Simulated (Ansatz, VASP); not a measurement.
**Al34Ga20O81 (amorphous 37Ga2O3-63Al2O3 (mol %)) in two plane-wave programs**

Aim: how closely do two programs agree when they are given the same cell, functional and k mesh? Of the first pair: The structure shown is the start of the Ansatz relaxation below; VASP solves that cell, so the two are compared at the walk's first step.

Main program and level: Ansatz 0.2.0; plane waves, with VASP 6.6.1 beside it; PBE.

### Step 1. Set-up

The cell holds 135 atoms: 20 Ga, 34 Al and 81 O. Its edges and angles: a = 11.347 Å, b = 11.522 Å, c = 11.126 Å, α = 90.5°, β = 90.8°, γ = 91.3°. As first built, before any earlier steps moved the atoms or strained the cell (in the runner's words): 135 atoms (20 Fe, 34 Al, 81 O) placed at random at 3.55 g/cm^3, melted at 5000 K for 10 ps at fixed volume with the Morse and Coulomb pair potential with partial charges (Pedone, Malavasi, Menziani, Cormack and Segre, J. Phys. Chem. B 110, 11780 (2006)). Quenched from 5000 K to 300 K at 50 K/ps and fixed volume, held 10 ps at zero pressure, then minimised at fixed cell. Then Fe was replaced by Ga and the cell scaled by 1.006 (the potential has no terms for the new elements, so the cell is a start for a DFT relaxation).

### Step 2. Ansatz: relaxation, PBE

Ansatz runs on its PAW soft_1 files.

The two programs are compared at the cell with which this relaxation starts, whose forces are those of its first step.

The input, input.yaml:

```yaml
crystal:
  lattice:
    - [11.34561, -0.12465, -0.07355]
    - [-0.1259, 11.52125, -0.05251]
    - [-0.07429, -0.05251, 11.12545]
  atoms:
    - { symbol: Ga, position: [0.68021, 0.83479, 0.45354] }
    - { symbol: Ga, position: [0.24809, 0.6375, 0.34681] }
    - { symbol: Ga, position: [0.31527, 0.20717, 0.38412] }
    - { symbol: Ga, position: [0.58083, 0.62081, 0.82268] }
    - { symbol: Ga, position: [0.09809, 0.40494, 0.69892] }
    - { symbol: Ga, position: [0.85645, 0.40468, 0.84763] }
    - { symbol: Ga, position: [0.2269, 0.77227, 0.12696] }
    - { symbol: Ga, position: [0.52546, 0.90638, 0.7697] }
    - { symbol: Ga, position: [0.75709, 0.52153, 0.3295] }
    - { symbol: Ga, position: [0.45425, 0.58634, 0.08491] }
    - { symbol: Ga, position: [0.14676, 0.46605, 0.16148] }
    - { symbol: Ga, position: [0.38379, 0.78069, 0.52649] }
    - { symbol: Ga, position: [0.38516, 0.5205, 0.64455] }
    - { symbol: Ga, position: [0.86305, 0.13241, 0.00267] }
    - { symbol: Ga, position: [0.43239, 0.88264, 0.01186] }
    - { symbol: Ga, position: [0.95927, 0.64895, 0.20592] }
    - { symbol: Ga, position: [0.87665, 0.70784, 0.74051] }
    - { symbol: Ga, position: [0.717, 0.93335, 0.95465] }
    - { symbol: Ga, position: [0.31967, 0.43165, 0.88811] }
    - { symbol: Ga, position: [0.32256, 0.20976, 0.13409] }
    - { symbol: Al, position: [0.9514, 0.82486, 0.00706] }
    - { symbol: Al, position: [0.14639, 0.88535, 0.47726] }
    - { symbol: Al, position: [0.84852, 0.38458, 0.13395] }
    - { symbol: Al, position: [0.07928, 0.58583, 0.91792] }
    - { symbol: Al, position: [0.3276, 0.72007, 0.84415] }
    - { symbol: Al, position: [0.43468, 0.29764, 0.59564] }
    - { symbol: Al, position: [0.17788, 0.99908, 0.01805] }
    - { symbol: Al, position: [0.73511, 0.01898, 0.6543] }
    - { symbol: Al, position: [0.01221, 0.94968, 0.23951] }
    - { symbol: Al, position: [0.67558, 0.60225, 0.55649] }
[... 99 atom lines left out ...]
    - { symbol: O, position: [0.95875, 0.66227, 0.99431] }
    - { symbol: O, position: [0.3054, 0.88084, 0.8668] }
    - { symbol: O, position: [0.80311, 0.36631, 0.28658] }
    - { symbol: O, position: [0.20045, 0.26844, 0.49056] }
    - { symbol: O, position: [0.90301, 0.62149, 0.36845] }
    - { symbol: O, position: [0.59203, 0.2902, 0.61014] }
kpoints:
  mp_grid: { grid: [1, 1, 1] }
hamiltonian:
  xc: pbe
  pseudopotentials: { kind: paw, azcp: { folder: soft_1 } }
scf:
  occupations: { method: fixed }
output:
  forces: true
  eigenvalues: true
  stress: true
relax:
  f_tol: 0.05
  max_steps: 70
```

Run with:

```
> ansatz run input.yaml --threads 4 --pin off --max-ram 8192MiB --backend cpu --events-out ev --progress --plain --runs-dir out
```

Numbers of over 12 decimals in the logs are rounded to 6 here.

Output:

```text
Warning: output.stress: scf.convergence.dr2_threshold = 1e-7 eV (the SCF's general default) is looser than the 1.08e-8 eV advised for a printed stress (1e-10 eV for each atom of the cell: 135, of which 108 are counted). What an SCF threshold leaves in a stress goes as its square root, and in the free energy as the threshold itself, and one threshold admits the most on a small cell: [figures from the program's tests c [...]
Engine: ansatz 0.2.0, aarch64-unknown-linux-gnu
Pseudopotentials: kind: paw
Pseudopotential: Ga, paw, valence charge 13, recommended cutoff 420 eV (normal), soft_1/Ga.paw.azcp
Pseudopotential: Al, paw, valence charge 3, recommended cutoff 420 eV (normal), soft_1/Al.paw.azcp
Pseudopotential: O, paw, valence charge 6, recommended cutoff 420 eV (normal), soft_1/O.paw.azcp
Functional definition: PBE
  parameter kappa = 0.804
  parameter beta = 0.066725
  exchange = pbe_x(kappa = kappa, mu = beta*pi^2/3)
  correlation = pbe_c(beta = beta)
Crystal: 135 atoms, lattice volume = 1454.000 Å³
Basis set: ecut = 420 eV, 28401 PW (Γ), exchange–correlation on 160×160×150 points (8 copies of the dense FFT grid, shifted against one another)
Bands: 559, of which v1, the nominal top of the filled ones, is band 424 counted from 1 (423 counted from 0)
Symmetry: 1 space group operations
Space group: P1 (ITA 1), of the structure as read, at distance tolerance 1.1e-4 Å
k-points: 1
Non-local potential: Ga, projectors of the file, l = 0: 2, l = 1: 2, l = 2: 3, l = 3: 1
Non-local potential: Al, projectors of the file, l = 0: 2, l = 1: 2, l = 2: 1
Non-local potential: O, projectors of the file, l = 0: 2, l = 1: 2, l = 2: 1
PAW form: soft (Blöchl's): semilocal exchange-correlation on the pseudo side does not see the compensation charge
PAW one-centre angular grid: Ga, 590 points (default); XC on 64 Gauss nodes
PAW one-centre angular grid: Al, 110 points (default); XC on 64 Gauss nodes
PAW one-centre angular grid: O, 110 points (default); XC on 64 Gauss nodes
Initial density: superposition of atomic densities (chi_scale 0.1, normalization cell, long waves 23 % of neutral atoms (reshape's long-wave potential 1.23 eV rms, cloud 1.88 Å wide))
Initial wavefunctions: pseudopotential atomic-orbital guess
Functional: x = pbe(κ = 0.804, μ = 0.219515), c = pbe(β = 0.066725)
SCF iter   1: F=—  HF=-140078.750201 eV  |F-HF|=—  |Δ(HF+E_count)|=         —  Δρ=1.23e-1  dr2=1.76e2  ethr=3.10e-3  ⟨swp⟩=4.0  Hψ=1748  notcnv=0  defer=131
preconditioner: auto → Resta (q_TF=auto, 2.494 Å⁻¹)  ε∞=3.5  [insulator: Δε(μ)=1.809 eV  Ē_g=18.046 eV  n_scr=382 (ndim 8)  ℏωp=28.4 eV  f_vac=0.002  ε∞_Penn≈3.5]
SCF iter   2: F=—  HF=-140030.752033 eV  |F-HF|=—  |Δ(HF+E_count)|=    4.80e1  Δρ=4.95e-2  dr2=2.49e1  ethr=3.10e-3  ⟨swp⟩=2.0  Hψ=1071  notcnv=0  defer=131
SCF iter   3: F=—  HF=-140022.895121 eV  |F-HF|=—  |Δ(HF+E_count)|=    7.86e0  Δρ=1.87e-2  dr2=4.98e0  ethr=2.93e-3  ⟨swp⟩=4.0  Hψ=778  notcnv=0  defer=131
SCF iter   4: F=—  HF=-140021.968067 eV  |F-HF|=—  |Δ(HF+E_count)|=   9.27e-1  Δρ=5.00e-3  dr2=2.43e-1  ethr=5.87e-4  ⟨swp⟩=2.0  Hψ=992  notcnv=0  defer=133
SCF iter   5: F=—  HF=-140022.156095 eV  |F-HF|=—  |Δ(HF+E_count)|=   1.88e-1  Δρ=4.34e-3  dr2=2.05e-1  ethr=2.86e-5  ⟨swp⟩=3.0  Hψ=857  notcnv=0  defer=133
SCF iter   6: F=—  HF=-140022.126686 eV  |F-HF|=—  |Δ(HF+E_count)|=   2.94e-2  Δρ=5.89e-4  dr2=5.15e-3  ethr=2.42e-5  ⟨swp⟩=2.0  Hψ=844  notcnv=0  defer=133
SCF iter   7: F=—  HF=-140022.128916 eV  |F-HF|=—  |Δ(HF+E_count)|=   2.23e-3  Δρ=4.40e-4  dr2=2.40e-3  ethr=6.08e-7  ⟨swp⟩=2.0  Hψ=967  notcnv=0  defer=133
SCF iter   8: F=—  HF=-140022.129497 eV  |F-HF|=—  |Δ(HF+E_count)|=   5.81e-4  Δρ=1.30e-4  dr2=2.68e-4  ethr=2.83e-7  ⟨swp⟩=2.0  Hψ=836  notcnv=0  defer=133
SCF iter   9: F=—  HF=-140022.129686 eV  |F-HF|=—  |Δ(HF+E_count)|=   1.89e-4  Δρ=8.18e-5  dr2=8.27e-5  ethr=3.16e-8  ⟨swp⟩=2.0  Hψ=836  notcnv=0  defer=133
[...]
- { symbol: Al, position: [0.012741, 0.950026, 0.241161] }
    - { symbol: Al, position: [0.677169, 0.602174, 0.558118] }
    - { symbol: Al, position: [0.509113, 0.635289, 0.321659] }
    - { symbol: Al, position: [0.932733, 0.990076, 0.487300] }
    - { symbol: Al, position: [0.611640, 0.243256, 0.208206] }
    - { symbol: Al, position: [0.644154, 0.211433, 0.481333] }
    - { symbol: Al, position: [0.855052, 0.197527, 0.315058] }
    - { symbol: Al, position: [0.166555, 0.671286, 0.651632] }
    - { symbol: Al, position: [0.099525, 0.367337, 0.415385] }
    - { symbol: Al, position: [0.786277, 0.615777, 0.996114] }
    - { symbol: Al, position: [0.901162, 0.191825, 0.732676] }
    - { symbol: Al, position: [0.550122, 0.132028, 0.973820] }
    - { symbol: Al, position: [0.934151, 0.702926, 0.500211] }
    - { symbol: Al, position: [0.465471, 0.409240, 0.342142] }
    - { symbol: Al, position: [0.148785, 0.157377, 0.590611] }
    - { symbol: Al, position: [0.277333, 0.961983, 0.733737] }
    - { symbol: Al, position: [0.312174, 0.943031, 0.289472] }
    - { symbol: Al, position: [0.591536, 0.392991, 0.966732] }
    - { symbol: Al, position: [0.608579, 0.990278, 0.243181] }
    - { symbol: Al, position: [0.060445, 0.205570, 0.186364] }
    - { symbol: Al, position: [0.185585, 0.179472, 0.847740] }
    - { symbol: Al, position: [0.468021, 0.00800122, 0.507325] }
    - { symbol: Al, position: [0.025806, 0.946385, 0.760804] }
    - { symbol: Al, position: [0.687561, 0.769022, 0.163470] }
    - { symbol: Al, position: [0.647754, 0.271293, 0.756926] }
    - { symbol: Al, position: [0.854879, 0.371227, 0.536829] }
    - { symbol: O, position: [0.903018, 0.228006, 0.137004] }
    - { symbol: O, position: [0.00256724, 0.484895, 0.814160] }
    - { symbol: O, position: [0.640723, 0.677416, 0.421652] }
    - { symbol: O, position: [0.754952, 0.481877, 0.504495] }
    - { symbol: O, position: [0.847113, 0.335410, 0.689125] }
    - { symbol: O, position: [0.069757, 0.059527, 0.133419] }
    - { symbol: O, position: [0.312929, 0.924466, 0.469642] }
    - { symbol: O, position: [0.326809, 0.722446, 0.670334] }
    - { symbol: O, position: [0.405733, 0.161840, 0.515262] }
    - { symbol: O, position: [0.098372, 0.041040, 0.871802] }
    - { symbol: O, position: [0.435603, 0.423156, 0.012222] }
    - { symbol: O, position: [0.364832, 0.311649, 0.268522] }
    - { symbol: O, position: [0.322052, 0.779472, 0.269016] }
    - { symbol: O, position: [0.569877, 0.279233, 0.358576] }
    - { symbol: O, position: [0.944905, 0.831122, 0.827950] }
    - { symbol: O, position: [0.179130, 0.722724, 0.486854] }
    - { symbol: O, position: [0.086387, 0.041449, 0.509330] }
    - { symbol: O, position: [0.146169, 0.890762, 0.669406] }
    - { symbol: O, position: [0.833278, 0.465242, 0.999555] }
    - { symbol: O, position: [0.756284, 0.780496, 0.014769] }
    - { symbol: O, position: [0.535358, 0.857681, 0.531206] }
    - { symbol: O, position: [0.389541, 0.571032, 0.825206] }
    - { symbol: O, position: [0.917884, 0.044710, 0.332711] }
    - { symbol: O, position: [0.607382, 0.563659, 0.981053] }
[...]
- { symbol: O, position: [0.263546, 0.137716, 0.986389] }
    - { symbol: O, position: [0.701556, 0.124426, 0.257737] }
    - { symbol: O, position: [0.958909, 0.662977, 0.993985] }
    - { symbol: O, position: [0.306468, 0.880043, 0.865736] }
    - { symbol: O, position: [0.803298, 0.367685, 0.286067] }
    - { symbol: O, position: [0.199171, 0.267247, 0.489419] }
    - { symbol: O, position: [0.902291, 0.622313, 0.368230] }
    - { symbol: O, position: [0.592895, 0.290308, 0.610094] }
```

In the SCF lines HF is the Harris–Foulkes energy and dr2 the Hartree energy of the density residual, in eV; the loop may stop once dr2 is under the threshold and the program's other checks hold. Hψ counts applications of the Hamiltonian.

### Step 3. VASP: single point, PBE, start cell, pair 1

The same cell, functional and mesh now go to VASP, with its own data sets.

Lines of VASP's logs that name or quote its potential files are left out, and so is its time.

The input, INCAR:

```
SYSTEM = Al34Ga20O81
PREC = Accurate
ENCUT = 520
EDIFF = 1E-06
NELM = 120
ISMEAR = 0
SIGMA = 0.01
LREAL = Auto
ALGO = Normal
GGA = PE
NBANDS = 518
LORBIT = 11
LWAVE = .FALSE.
LCHARG = .FALSE.
ISIF = 2
LASPH = .TRUE.
GGA_COMPAT = .FALSE.
EFERMI = MIDGAP
```

The input, POSCAR:

```
Al34Ga20O81
1.0
   11.3456100000     -0.1246500000     -0.0735500000
   -0.1259000000     11.5212500000     -0.0525100000
   -0.0742900000     -0.0525100000     11.1254500000
Ga Al O
20 34 81
Direct
    0.6802096587      0.8347882087      0.4535424769
    0.2480894565      0.6375033410      0.3468104463
    0.3152689737      0.2071709427      0.3841162901
    0.5808305607      0.6208093405      0.8226830183
    0.0980912180      0.4049410661      0.6989180720
    0.8564475587      0.4046839647      0.8476278868
    0.2269036849      0.7722729734      0.1269558373
    0.5254626220      0.9063787160      0.7696984591
    0.7570892496      0.5215296412      0.3295030256
    0.4542486951      0.5863409697      0.0849133074
    0.1467591584      0.4660495154      0.1614825824
    0.3837873211      0.7806865575      0.5264884934
    0.3851634896      0.5205039142      0.6445456530
    0.8630535377      0.1324092390      0.0026722871
    0.4323879905      0.8826403333      0.0118601567
    0.9592697204      0.6489474428      0.2059180094
    0.8766500292      0.7078362843      0.7405135157
    0.7170024736      0.9333538631      0.9546531550
    0.3196674737      0.4316529014      0.8881058866
    0.3225626457      0.2097557668      0.1340924419
    0.9513966312      0.8248638398      0.0070638781
    0.1463932789      0.8853474198      0.4772622068
    0.8485193525      0.3845764897      0.1339543758
    0.0792772072      0.5858289661      0.9179217665
    0.3276040640      0.7200661353      0.8441461650
    0.4346811628      0.2976378637      0.5956433011
    0.1778771682      0.9990773862      0.0180527007
    0.7351123105      0.0189813570      0.6542984078
    0.0122124728      0.9496798524      0.2395108437
    0.6755797661      0.6022464889      0.5564910053
[... 99 atom lines left out ...]
    0.9587539012      0.6622736343      0.9943141480
    0.3054037845      0.8808405454      0.8667977821
    0.8031131294      0.3663106206      0.2865775264
    0.2004511304      0.2684383829      0.4905634271
    0.9030115813      0.6214870437      0.3684480885
    0.5920319081      0.2901972641      0.6101400128
```

The input, KPOINTS:

```
Automatic mesh
0
Gamma
1 1 1
0 0 0
```

The projector-augmented-wave data sets are Ga_d, Al and O (PBE family, release 64).

Run with:

```
> export OMP_NUM_THREADS=3
> mpirun -np 1 vasp_gam
```

Output:

```text
[banner, memory and clock lines left out]
running    1 mpi-ranks, on    1 nodes
[...]
Offloading initialized ...    1 GPUs detected
[...]
LDA part: xc-table for (Slater+PW92), standard interpolation
 POSCAR, INCAR and KPOINTS ok, starting setup
[...]
entering main loop
       N       E                     dE             d eps       ncg     rms          rms(c)
DAV:   1     0.217998298555E+05    0.21800E+05   -0.32036E+05  1044   0.258E+03
DAV:   2     0.504029809343E+04   -0.16760E+05   -0.15761E+05  1044   0.799E+02
DAV:   3    -0.350342820960E+03   -0.53906E+04   -0.50136E+04  1460   0.340E+02
DAV:   4    -0.101623237856E+04   -0.66589E+03   -0.65573E+03  1472   0.130E+02
[...]
DAV:  17    -0.913484295642E+03   -0.10166E-04   -0.12852E-04  1240   0.367E-02    0.687E-03
DAV:  18    -0.913484296709E+03   -0.10661E-05   -0.26251E-05  1224   0.230E-02    0.441E-03
DAV:  19    -0.913484296802E+03   -0.93121E-07   -0.78769E-06  1136   0.158E-02
   1 F= -.91348430E+03 E0= -.91348430E+03  d E =0.000000E+00
```

OUTCAR, selected parts (step 3):

```text
  Total      -26.0364494     -7.3289455     -7.9649310      0.0215709     -0.2872830      0.4788660
  in kB      -28.6898240     -8.0758383     -8.7766372      0.0237692     -0.3165600      0.5276672
  external PRESSURE =     -15.1807665 kB  Pullay stress =       0.0000000 kB

 POSITION                                       TOTAL-FORCE (eV/Angst)
 -----------------------------------------------------------------------------------
      7.57860      9.50920      4.95200        -0.046972      0.084412      0.130160
      2.70870      7.29570      3.80670         0.045836      0.009020      0.001823
      3.52230      2.32740      4.23940        -0.039160      0.038263      0.125490
[...]
9.32080      5.20050     11.03190        -0.035724      0.023485      0.029021
      8.48940      8.89540      0.05670        -0.013732     -0.011075      0.083283
      5.93550      9.78070      5.83270        -0.018233     -0.016160     -0.033051
      4.30570      6.48940      9.13340        -0.058740      0.058802     -0.003699
     10.38730      0.38660      3.61720         0.028035     -0.001256     -0.014143
      6.74200      6.36420     10.85520        -0.000284     -0.052948     -0.023585
      7.82660      9.93520      3.14070        -0.059876      0.036008     -0.075678
      6.20550      6.63510      7.24670         0.110222      0.003966     -0.076532
      8.77350     10.69380      5.76060         0.095995      0.061505     -0.037387
     -0.08660      7.61460      7.06560         0.042785      0.059286     -0.034017
[...]
-----------------------------------------------------------------------------------
    total drift:                                0.006395      0.029596      0.054659

  FREE ENERGIE OF THE ION-ELECTRON SYSTEM (eV)
  ---------------------------------------------------
  free  energy   TOTEN  =      -913.4842968016 eV

  energy  without entropy=     -913.4842968016  energy(sigma->0) =     -913.48429680

[... 3 further parts left out ...]
[key lines of the parts left out:]
E-fermi :   5.4237
```

The run ends at a pressure of -1.52 GPa, with forces up to 0.28 eV/Å.

### Step 4. Differences

Known differences besides the potentials themselves: fixed occupations in Ansatz, narrow Gaussian smearing in VASP; the cutoff is 420 eV in Ansatz and 520 eV in VASP (PREC = Accurate, projectors in real space). Total energies have different zeros and are not compared.

Forces on 10 of the 135 atoms, those with the largest forces and the largest differences (eV/Å; atoms numbered as in POSCAR):

| atom | Ansatz x, y, z | VASP x, y, z |
| --- | --- | --- |
| Ga13 | -0.093, 0.055, 0.037 | -0.086, 0.105, -0.010 |
| Ga14 | -0.199, -0.067, -0.019 | -0.187, -0.067, -0.013 |
| Al26 | 0.260, -0.057, 0.034 | 0.268, -0.060, 0.034 |
| Al40 | 0.196, -0.076, 0.069 | 0.192, -0.088, 0.076 |
| Al52 | -0.181, -0.108, -0.021 | -0.184, -0.105, -0.008 |
| Al54 | 0.176, 0.091, -0.052 | 0.162, 0.094, -0.056 |
| O67 | -0.130, -0.026, -0.038 | -0.076, -0.005, -0.003 |
| O112 | -0.114, 0.009, -0.012 | -0.054, -0.027, -0.004 |
| O119 | -0.232, -0.015, 0.031 | -0.188, -0.004, -0.004 |
| O135 | -0.216, 0.017, -0.002 | -0.224, 0.000, 0.003 |

The forces differ by 19 meV/Å r.m.s., which is 31.7 % of the r.m.s. force of 0.059 eV/Å (both taken over all components).

### Step 5. Ansatz: relaxation, PBE

This run makes the geometry at which the two programs are then compared.

The structure compared here is the end of the Ansatz relaxation.

This is the run of step 2 again, met here at its other cell.

(Continued in part 2 of 2.)

[Lines on the potential files, build, host, timing and source positions are cut from VASP's logs without a mark.]

[Logs are printed without paths, hosts, clocks, repeated set-up lines and the standing remarks that a program may print on its own settings, such as how far it seeks lower states.]

[Hosts, paths, dates, database ids (printed as entryN), source tags and the programs' standing remarks are cut or masked in the printed files.]
